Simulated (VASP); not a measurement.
Input:

```
AuZn
1.0
    3.15000     0.00000     0.00000
    0.00000     3.15000     0.00000
    0.00000     0.00000     3.15000
Zn Au
1 1
Direct
  0.50000   0.50000   0.50000
  0.00000   0.00000   0.00000
```

All values below come from LDA (Ceperley-Alder, Perdew-Zunger), VASP's LDA PAW potentials (set 64) (plane waves; VASP). Numerical set-up: 300 eV cut-off, 14×14×14 Γ-centred mesh, Fermi-Dirac smearing of 0.10 eV, potentials Zn Au.

At this cut-off the stress carries a Pulay error, which pulls relaxed volumes low.

Give the stress tensor in GPa (positive for a compressed cell).

```
-7.11   0.00   0.00
 0.00  -7.11   0.00
 0.00   0.00  -7.11
```
The pressure is its mean diagonal, -7.11 GPa.

The structure is a typed AuZn crystal (Pm-3m). The cell was not relaxed at this level. The electron count is odd and the run is not spin-polarised, which forces a metal.
